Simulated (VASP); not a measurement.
Input:

```yaml
crystal:
  lattice:
    - [4.13255, 0.00000, 0.00000]
    - [-2.06627, 3.57889, 0.00000]
    - [0.00000, 0.00000, 5.18049]
  atoms:
    - { symbol: Sn, position: [0.33333, 0.66667, 0.25000] }
    - { symbol: Sn, position: [0.66667, 0.33333, 0.75000] }
    - { symbol: O, position: [0.33333, 0.66667, 0.75000] }
    - { symbol: O, position: [0.66667, 0.33333, 0.25000] }
```

All values below come from r2SCAN meta-GGA, VASP's PBE PAW potentials (set 64) (plane waves; VASP 6.6.1). Run with 520 eV cut-off, 7×7×5 Γ-centred mesh, tetrahedra with Blöchl corrections, potentials Sn_d O.

The cores are frozen, which limits the accuracy of field gradients.

Problem. Give the principal components of the electric field gradient (V/Å²) and the asymmetry η at each nucleus.

Solution. 
| atom | Vxx | Vyy | Vzz | η |
|---|---|---|---|---|
| Sn1 | -31.5 | -31.5 | 63.0 | 0.00 |
| Sn2 | -31.5 | -31.5 | 63.0 | 0.00 |
| O3 | 8.5 | 8.5 | -17.0 | 0.00 |
| O4 | 8.5 | 8.5 | -17.0 | 0.00 |

The structure was generated: SnO was put into the h-BN type (P6_3/mmc), which need not be its known phase. It was relaxed first, which changed the volume by -24 %.
